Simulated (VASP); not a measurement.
An input for Ansatz (written as the equivalent of a VASP run, and not itself run):

Ansatz 0.2 input:
```yaml
crystal:
  lattice:
    - [-2.4777729, 2.4777729, 1.3398348]
    - [2.4777729, -2.4777729, 1.3398348]
    - [2.4777729, 2.4777729, -1.3398348]
  atoms:
    - { symbol: Pd, position: [0.7500000, 0.2500000, 0.5000000] }
    - { symbol: Pd, position: [0.0000000, 0.0000000, 0.0000000] }
kpoints:
  mp_grid: { grid: [14, 14, 14] }
hamiltonian:
  xc: r2scan
  pseudopotentials: { kind: paw }
scf:
  occupations: { method: methfessel_paxton, width: 0.1 }
  max_iter: 100
relax:
  max_steps: 60
  f_tol: 0.01
  cell: {}
output: { forces: true, stress: true, eigenvalues: true }
```

**Question.** Translate this input to VASP (INCAR, KPOINTS, POSCAR, choice of POTCAR).

**Answer.** One answer among several that fit: 
INCAR:
```
SYSTEM = Pd
PREC = Accurate
ENCUT = 400
EDIFF = 1E-6
NELM = 100
ALGO = Normal
LREAL = .FALSE.
LASPH = .TRUE.
ISMEAR = 1
SIGMA = 0.1
METAGGA = R2SCAN
LMIXTAU = .TRUE.
LMAXMIX = 4
LWAVE = .FALSE.
LCHARG = .FALSE.
IBRION = 2
ISIF = 3
NSW = 60
EDIFFG = -0.01
```

File KPOINTS:
```
Automatic mesh
0
Gamma
14 14 14
0 0 0
```

**POSCAR**
```
Pd
1
   -2.4777729058     2.4777729058     1.3398348291
    2.4777729058    -2.4777729058     1.3398348291
    2.4777729058     2.4777729058    -1.3398348291
Pd
2
Direct
  0.7500000000   0.2500000000   0.5000000000
  0.0000000000   0.0000000000   0.0000000000
```

POTCAR, in this order: Pd (PBE.64 set). Program: vasp_std.

Limits of the translation: each code has its own PAW files, so the cut-off isn't converted (ENCUT is set for VASP's; basis.ecutwfc is left out, and Ansatz then takes the one that its files recommend); Ansatz stops its SCF on the density residual and VASP on the energy change (EDIFF).

The structure was generated: Pd was put into the beta-Sn type (I4_1/amd), which need not be its known phase. This run relaxes it. Symmetry was kept, so distortions that lower it aren't found. The start is the result of an earlier pass.
